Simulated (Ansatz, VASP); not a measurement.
# NiClO: VASP beside Ansatz

One calculation is typed for both programs; each brings its own data sets. How far apart do they land? The cell is taken from a series of runs on this material, whose earlier steps may have relaxed, scaled, displaced or heated it; both programs get it as it stands.

Main program and level: Ansatz 0.2.0; plane waves, with VASP 6.6.1 beside it; single point at PBE, DFT+U.

## 1. Set-up

Symmetry: Pmmn, No. 59, orthorhombic system. Conventional cell: a = 3.034 Å, b = 3.678 Å, c = 7.564 Å, α = 90.00°, β = 90.00°, γ = 90.00°. Ni has 4 O at 1.88 to 1.93 Å and 2 Cl at 2.21 Å nearest. Nearest to Cl lie 2 Ni at 2.21 Å. O has 4 Ni at 1.88 to 1.93 Å nearest. As first built, before any earlier steps moved the atoms (in the runner's words): invented: CrClO (Pmmn) with Ni for Cr. Farther neighbours and most contacts between anions are not listed.

## 2. Ansatz: single point, PBE, DFT+U

Ansatz runs on its PAW soft_1 files.

With cell and atoms fixed, the geometry can't cause a difference; cores, projectors, grids and the points listed under the comparison can.

Contents of input.yaml:

```yaml
crystal:
  lattice:
    - [3.03431, 0.0, 0.0]
    - [0.0, 3.677763, 0.0]
    - [0.0, 0.0, 7.564156]
  atoms:
    - { symbol: Ni, position: [0.0, 0.0, 0.10604032], spin: 0.95 }
    - { symbol: Ni, position: [0.5, 0.5, 0.89395968], spin: 0.95 }
    - { symbol: Cl, position: [0.0, 0.5, 0.68142194] }
    - { symbol: Cl, position: [0.5, 0.0, 0.31857806] }
    - { symbol: O, position: [0.5, 0.0, 0.9478179] }
    - { symbol: O, position: [0.0, 0.5, 0.0521821] }
magnetization:
  spin_polarized: true
kpoints:
  mp_grid: { grid: [13, 11, 5] }
hamiltonian:
  xc: pbe
  hubbard:
    projectors: ortho-atomic
    sites: [{ species: Ni, l: d, u_eff: 3.0 }]
  pseudopotentials: { kind: paw, azcp: { folder: soft_1 } }
scf:
  occupations: { method: fermi_dirac, width: 0.02 }
  max_iter: 120
  convergence: { dr2_threshold: 1.0e-10 }
basis:
  ecutwfc: 420.0
```

Command:

```console
ansatz run input.yaml --threads 1 --pin off --max-ram 2560MiB --backend cpu --events-out ev --progress --plain --runs-dir out
```

Numbers of over 12 decimals in the logs are rounded to 6 here.

The log of the run:

```text
Engine: ansatz 0.2.0, aarch64-unknown-linux-gnu
Pseudopotentials: kind: paw
Pseudopotential: Ni, paw, valence charge 18, recommended cutoff 420 eV (normal), soft_1/Ni.paw.azcp
Pseudopotential: Cl, paw, valence charge 7, recommended cutoff 420 eV (normal), soft_1/Cl.paw.azcp
Pseudopotential: O, paw, valence charge 6, recommended cutoff 420 eV (normal), soft_1/O.paw.azcp
Functional definition: PBE
  parameter kappa = 0.804
  parameter beta = 0.066725
  exchange = pbe_x(kappa = kappa, mu = beta*pi^2/3)
  correlation = pbe_c(beta = beta)
Crystal: 6 atoms, lattice volume = 84.412 Å³
Basis set: ecut = 420 eV, 1627 PW (Γ)
Bands: 39, of which v1, the nominal top of the filled ones, is band 31 counted from 1 (30 counted from 0)
Symmetry: 8 space group operations
Space group: Pmmn (ITA 59), of the structure as read, at distance tolerance 4.4e-5 Å
Magnetic group: BNS 59.405 (UNI 503), of the structure as read, at distance tolerance 4.4e-5 Å
k-points: 126 of 715
Non-local potential: Ni, projectors of the file, l = 0: 3, l = 1: 2, l = 2: 3, l = 3: 1
Non-local potential: Cl, projectors of the file, l = 0: 2, l = 1: 2, l = 2: 1
Non-local potential: O, projectors of the file, l = 0: 2, l = 1: 2, l = 2: 1
PAW form: soft (Blöchl's): semilocal exchange-correlation on the pseudo side does not see the compensation charge
PAW one-centre angular grid: Ni, 590 points (default); XC on 64 Gauss nodes
PAW one-centre angular grid: Cl, 110 points (default); XC on 64 Gauss nodes
PAW one-centre angular grid: O, 110 points (default); XC on 64 Gauss nodes
Initial density: superposition of atomic densities (chi_scale 0.1, normalization cell, long waves kept (reshape's long-wave potential 0.20 eV rms))
Starting moments: Σ|m| = 1.9 μB on 2 of 6 sites
Initial wavefunctions: pseudopotential atomic-orbital guess
Functional: x = pbe(κ = 0.804, μ = 0.219515), c = pbe(β = 0.066725)
SCF iter   1: F=—  HF=-14976.558452 eV  |F-HF|=—  |Δ(HF+E_count)|=         —  Δρ=2.02e-1 (↑9.50e-2 ↓2.02e-1)  dr2=8.02e1  dr2_m=2.36e0  M=0.582 μB ∫|m|=0.605 μB  β_m=0.30  ethr=3.10e-3  ⟨swp⟩=7.4  Hψ=41912  notcnv=0
preconditioner: auto → Kerker (q_TF=auto, 2.592 Å⁻¹)  [metal: Δε(μ)=0.004 eV  Ē_g=12.894 eV  σ=0.020 eV  W_gap=0.05  n_scr=22 (ndim 8)  ℏωp=27.4 eV  f_vac=0.118  D(μ)=6.89/eV (n_scr^D=78)]
spin=Collinear: Kerker preconditioning applied to the charge; magnetization (m = ρ↑ − ρ↓) channel mixes plain (no charge-response kernel on spin).
SCF iter   2: F=—  HF=-14969.268719 eV  |F-HF|=—  |Δ(HF+E_count)|=    7.29e0  Δρ=5.33e-2 (↑5.33e-2 ↓5.00e-2)  dr2=3.20e0  dr2_m=7.80e-2  M=1.364 μB ∫|m|=1.373 μB  β_m=0.30  ethr=3.10e-3  ⟨swp⟩=4.0  Hψ=25866  notcnv=0  defer=383
SCF iter   3: F=—  HF=-14968.822024 eV  |F-HF|=—  |Δ(HF+E_count)|=   4.47e-1  Δρ=2.65e-2 (↑2.05e-2 ↓2.65e-2)  dr2=2.07e0  dr2_m=7.92e-2  M=1.222 μB ∫|m|=1.240 μB  β_m=0.30  ethr=3.10e-3  ⟨swp⟩=2.9  Hψ=21304  notcnv=0  defer=500
SCF iter   4: F=—  HF=-14968.784969 eV  |F-HF|=—  |Δ(HF+E_count)|=   3.71e-2  Δρ=1.79e-2 (↑1.23e-2 ↓1.79e-2)  dr2=5.71e-1  dr2_m=6.61e-2  M=1.574 μB ∫|m|=1.591 μB  β_m=1.00  ethr=3.10e-3  ⟨swp⟩=3.0  Hψ=18266  notcnv=0  defer=506
SCF iter   5: F=—  HF=-14968.975794 eV  |F-HF|=—  |Δ(HF+E_count)|=   1.91e-1  Δρ=2.37e-2 (↑1.02e-2 ↓2.37e-2)  dr2=6.32e-1  dr2_m=9.25e-2  M=1.862 μB ∫|m|=1.890 μB  β_m=1.00  ethr=9.22e-4  ⟨swp⟩=2.0  Hψ=11386  notcnv=0  defer=513
SCF iter   6: F=—  HF=-14968.996291 eV  |F-HF|=—  |Δ(HF+E_count)|=   2.05e-2  Δρ=1.22e-2 (↑9.88e-3 ↓1.22e-2)  dr2=3.06e-1  dr2_m=3.19e-3  M=1.780 μB ∫|m|=1.821 μB  β_m=0.30  ethr=9.22e-4  ⟨swp⟩=2.3  Hψ=16912  notcnv=0  defer=535
SCF iter   7: F=—  HF=-14969.048221 eV  |F-HF|=—  |Δ(HF+E_count)|=   5.19e-2  Δρ=1.23e-2 (↑4.51e-3 ↓1.23e-2)  dr2=8.03e-2  dr2_m=4.62e-2  M=1.993 μB ∫|m|=2.038 μB  β_m=1.00  ethr=4.93e-4  ⟨swp⟩=2.2  Hψ=13449  notcnv=0  defer=591
SCF iter   8: F=—  HF=-14969.102458 eV  |F-HF|=—  |Δ(HF+E_count)|=   5.42e-2  Δρ=7.92e-3 (↑7.92e-3 ↓5.19e-3)  dr2=1.15e-1  dr2_m=1.75e-3  M=1.997 μB ∫|m|=2.052 μB  β_m=1.00  ethr=1.30e-4  ⟨swp⟩=2.4  Hψ=15942  notcnv=0  defer=591
SCF iter   9: F=—  HF=-14969.151541 eV  |F-HF|=—  |Δ(HF+E_count)|=   4.91e-2  Δρ=5.14e-3 (↑5.14e-3 ↓1.60e-3)  dr2=2.91e-2  dr2_m=4.98e-3  M=2.000 μB ∫|m|=2.070 μB  β_m=1.00  ethr=1.30e-4  ⟨swp⟩=2.0  Hψ=12220  notcnv=0  defer=630
SCF iter  10: F=—  HF=-14969.181636 eV  |F-HF|=—  |Δ(HF+E_count)|=   3.01e-2  Δρ=3.23e-3 (↑3.23e-3 ↓8.80e-4)  dr2=7.08e-3  dr2_m=2.50e-3  M=2.000 μB ∫|m|=2.084 μB  β_m=1.00  ethr=4.70e-5  ⟨swp⟩=2.4  Hψ=10742  notcnv=0  defer=630
[...]
spin-set hold released at iteration 11 (site moments contracting): the magnetisation degrees of freedom join the quasi-Newton model from the next iteration; the mixer history was flushed
[...]
SCF iter  15: F=—  HF=-14969.250514 eV  |F-HF|=—  |Δ(HF+E_count)|=   1.26e-3  Δρ=7.10e-4 (↑4.55e-4 ↓7.10e-4)  dr2=2.65e-4  dr2_m=2.04e-4  M=2.000 μB ∫|m|=2.202 μB  β_m=0.74  ethr=8.46e-7  ⟨swp⟩=2.0  Hψ=18732  notcnv=0  defer=693
SCF iter  16: F=—  HF=-14969.250547 eV  |F-HF|=—  |Δ(HF+E_count)|=   3.29e-5  Δρ=3.64e-4 (↑3.64e-4 ↓9.38e-5)  dr2=1.11e-4  dr2_m=1.72e-5  M=2.000 μB ∫|m|=2.204 μB  β_m=0.77  ethr=4.28e-7  ⟨swp⟩=2.1  Hψ=15399  notcnv=0  defer=693
SCF iter  17: F=—  HF=-14969.250542 eV  |F-HF|=—  |Δ(HF+E_count)|=   5.33e-6  Δρ=1.21e-4 (↑1.21e-4 ↓2.75e-5)  dr2=1.10e-5  dr2_m=3.30e-6  M=2.000 μB ∫|m|=2.205 μB  β_m=0.86  ethr=1.79e-7  ⟨swp⟩=1.6  Hψ=11515  notcnv=0  defer=693
SCF iter  18: F=—  HF=-14969.250542 eV  |F-HF|=—  |Δ(HF+E_count)|=   5.88e-7  Δρ=3.91e-5 (↑2.52e-5 ↓3.91e-5)  dr2=3.79e-6  dr2_m=4.07e-7  M=2.000 μB ∫|m|=2.205 μB  β_m=0.93  ethr=1.78e-8  ⟨swp⟩=2.5  Hψ=15798  notcnv=0  defer=693
SCF iter  19: F=—  HF=-14969.250543 eV  |F-HF|=—  |Δ(HF+E_count)|=   1.15e-7  Δρ=8.50e-6 (↑8.50e-6 ↓6.03e-6)  dr2=4.26e-7  dr2_m=8.16e-9  M=2.000 μB ∫|m|=2.205 μB  β_m=0.89  ethr=6.11e-9  ⟨swp⟩=1.4  Hψ=10662  notcnv=0  defer=693
SCF iter  20: F=—  HF=-14969.250543 eV  |F-HF|=—  |Δ(HF+E_count)|=   8.85e-9  Δρ=4.04e-6 (↑3.94e-6 ↓4.04e-6)  dr2=6.64e-8  dr2_m=5.01e-10  M=2.000 μB ∫|m|=2.205 μB  β_m=0.95  ethr=6.86e-10  ⟨swp⟩=2.3  Hψ=13947  notcnv=0  defer=693
SCF iter  21: F=—  HF=-14969.250543 eV  |F-HF|=—  |Δ(HF+E_count)|=   3.94e-9  Δρ=1.10e-6 (↑1.10e-6 ↓1.10e-6)  dr2=8.98e-9  dr2_m=2.93e-10  M=2.000 μB ∫|m|=2.205 μB  β_m=0.97  ethr=1.07e-10  ⟨swp⟩=2.2  Hψ=13578  notcnv=0  defer=693
SCF iter  22: F=—  HF=-14969.250543 eV  |F-HF|=—  |Δ(HF+E_count)|=   2.21e-9  Δρ=6.47e-7 (↑6.47e-7 ↓4.59e-7)  dr2=1.87e-9  dr2_m=2.06e-11  M=2.000 μB ∫|m|=2.205 μB  β_m=0.99  ethr=1.45e-11  ⟨swp⟩=2.0  Hψ=12555  notcnv=0  defer=693
SCF iter  23: F=—  HF=-14969.250543 eV  |F-HF|=—  |Δ(HF+E_count)|=  5.46e-11  Δρ=1.33e-7 (↑1.33e-7 ↓1.02e-7)  dr2=1.42e-10  dr2_m=1.73e-12  M=2.000 μB ∫|m|=2.205 μB  β_m=0.99  ethr=3.02e-12  ⟨swp⟩=2.3  Hψ=12371  notcnv=0  defer=693
SCF iter  24: F=-14969.250543 eV  HF=-14969.250543 eV  |F-HF|=7.28e-12  |Δ(HF+E_count)|=  1.46e-11  Δρ=5.96e-8 (↑5.88e-8 ↓5.96e-8)  dr2=2.78e-11  dr2_m=6.29e-13  M=2.000 μB ∫|m|=2.205 μB  ethr=1.00e-12  ⟨swp⟩=2.1  Hψ=18688  notcnv=0
SCF 1 converged in 24 iterations: F = -14969.250543 eV  dr2 = 2.78e-11
  greatest PAW one-centre occupation: 1.001 electrons in one spin orbital (limit 2), on the Ni atom at site 1 (counted from 0), in its partial waves of l = 1
SCF converged after 24 iterations
Magnetization: 2.0000 μB (32.0000 up, 30.0000 down)
Absolute magnetization: 2.2071 μB (∫|ρ↑−ρ↓|, with the PAW one-centre terms)
Spin contamination: 0.1624 ħ² per cell (⟨S²⟩ above its minimum at these occupations)
Per-site moments (μB) at R_I (Å): [(0.946163, 0.776931), (0.946163, 0.776931), (0.00673207, 0.911836), (0.00673207, 0.911836), (-0.00786228, 0.776931), (-0.00786228, 0.776931)]
Free energy (F): -14969.250543 eV
Harris-Foulkes:  -14969.250543 eV  (|F-HF|=7.28e-12)
Internal energy: -14969.247390 eV  (E = F + TS)
E sigma→0 (E₀):  -14969.248966 eV
Entropy (-TS):   -0.003153 eV (-0.525 meV/atom)
Fermi energy:    7.273711 eV
--- Per-component energies (eV) ---
  E_band       = -1009.193372
  E_kinetic    = 1315.191768
  E_local      = -14266.031323  (includes V_loc(G=0)·N_el)
  E_nonlocal   = -65.444824
  E_hartree    = 7002.295637
  E_xc         = -582.780090
  E_vxc        = -705.669070  (∫ρ·V_xc dr)
  E_hubbard    = 2.354711  (on-site DFT+U / exact-exchange correction)
  E_vhub       = -20.561111  (the Hubbard potential's part of the band-sum identity)
  E_paw        = -4947.796458  (= ΣΔE_a)
  E_vpaw       = -1271.273930  (= ΣTr[D̂ρ^β])
  E_aug_tail   = 0.003363  (compensation charges beyond the density's cutoff)
  E_ewald      = -3427.040173
  E_smearing   = -0.003153  (= −TS)
  E_closure    = -0.000000  (closes the sum)
  Σ components = -14969.250543   (vs F -14969.250543, Δ=0.00e0)
Occupation matrices written to <dir>
```

The column dr2 measures how far the density is from self-consistency, as an energy; F and HF (Harris–Foulkes) agree once it is small.

## 3. VASP: single point, PBE, DFT+U

The same cell, functional, mesh and smearing now go to VASP, with its own data sets.

Lines of VASP's logs that name or quote its potential files are left out, and so is its time.

Contents of INCAR:

```
SYSTEM = NiClO
PREC = Accurate
ENCUT = 520
EDIFF = 1E-06
NELM = 200
ISMEAR = -1
SIGMA = 0.02
LREAL = .FALSE.
ALGO = Normal
GGA = PE
NBANDS = 34
ISPIN = 2
MAGMOM = 0.95 0.95 0.01 0.01 -0.01 -0.01
LDAU = .TRUE.
LDAUTYPE = 2
LDAUL = 2 -1 -1
LDAUU = 3 0 0
LDAUJ = 0 0 0
LDAUPRINT = 1
LASPH = .TRUE.
LMAXMIX = 4
LORBIT = 11
LWAVE = .FALSE.
LCHARG = .FALSE.
ISIF = 2
GGA_COMPAT = .FALSE.
KPAR = 2
```

Contents of POSCAR:

```
NiClO
1.0
    3.0343100000      0.0000000000      0.0000000000
    0.0000000000      3.6777630000      0.0000000000
    0.0000000000      0.0000000000      7.5641560000
Ni Cl O
2 2 2
Direct
    0.0000000000      0.0000000000      0.1060403200
    0.5000000000      0.5000000000      0.8939596800
    0.0000000000      0.5000000000      0.6814219400
    0.5000000000      0.0000000000      0.3185780600
    0.5000000000      0.0000000000      0.9478179000
    0.0000000000      0.5000000000      0.0521821000
```

Contents of KPOINTS:

```
Automatic mesh
0
Gamma
13 11 5
0 0 0
```

Potentials, in the order of the species: Ni, Cl and O (PBE family, release 64).

Command:

```console
mpirun -np 2 vasp_std
```

The log of the run:

```text
[banner, memory and clock lines left out]
running    2 mpi-ranks, on    1 nodes
 distrk:  each k-point on    1 cores,    2 groups
 distr:  one band on    1 cores,    1 groups

 POSCAR found type information on POSCAR NiClO
 POSCAR found :  3 types and       6 ions
 LDA part: xc-table for (Slater+PW92), standard interpolation
 POSCAR, INCAR and KPOINTS ok, starting setup
 FFT: planning ... GRIDC
 FFT: planning ... GRID_SOFT
 FFT: planning ... GRID
 WAVECAR not read
 entering main loop
       N       E                     dE             d eps       ncg     rms          rms(c)
DAV:   1     0.452260584834E+03    0.45226E+03   -0.20847E+04 17136   0.151E+03
DAV:   2     0.278948915175E+02   -0.42437E+03   -0.38804E+03 18496   0.372E+02
DAV:   3    -0.288731248253E+02   -0.56768E+02   -0.54949E+02 19314   0.152E+02
DAV:   4    -0.305540400445E+02   -0.16809E+01   -0.16721E+01 21406   0.272E+01
DAV:   5    -0.305905970705E+02   -0.36557E-01   -0.36528E-01 21018   0.415E+00    0.309E+01
DAV:   6    -0.312718202280E+02   -0.68122E+00   -0.48854E+01 23756   0.130E+02    0.365E+01
DAV:   7    -0.245161410745E+02    0.67557E+01   -0.20902E+01 20606   0.981E+01    0.108E+01
DAV:   8    -0.250515265071E+02   -0.53539E+00   -0.38149E+00 24710   0.164E+01    0.612E+00
DAV:   9    -0.250888614406E+02   -0.37335E-01   -0.33559E-01 27432   0.752E+00    0.174E+00
DAV:  10    -0.251030298094E+02   -0.14168E-01   -0.88804E-02 20466   0.227E+00    0.838E-01
DAV:  11    -0.251043046414E+02   -0.12748E-02   -0.10674E-02 24922   0.132E+00    0.293E-01
DAV:  12    -0.251044233097E+02   -0.11867E-03   -0.19055E-03 23048   0.522E-01    0.143E-01
DAV:  13    -0.251045522569E+02   -0.12895E-03   -0.68825E-04 22616   0.263E-01    0.625E-02
DAV:  14    -0.251045771406E+02   -0.24884E-04   -0.12008E-04 21864   0.953E-02    0.341E-02
DAV:  15    -0.251045841791E+02   -0.70385E-05   -0.23919E-05 22438   0.465E-02    0.166E-02
DAV:  16    -0.251045860523E+02   -0.18731E-05   -0.52923E-06 21498   0.276E-02    0.503E-03
DAV:  17    -0.251045863724E+02   -0.32014E-06   -0.18355E-06 14772   0.110E-02
   1 F= -.25104586E+02 E0= -.25103007E+02  d E =-.315784E-02  mag=     2.0000
```

[end of part 1 of 2]

[Lines on the potential files, build, host, timing and source positions are cut from VASP's logs without a mark.]

[Logs are printed without paths, hosts, clocks, repeated set-up lines and the standing remarks that a program may print on its own settings, such as how far it seeks lower states.]

[Hosts, paths, dates, database ids (printed as entryN), source tags and the programs' standing remarks are cut or masked in the printed files.]
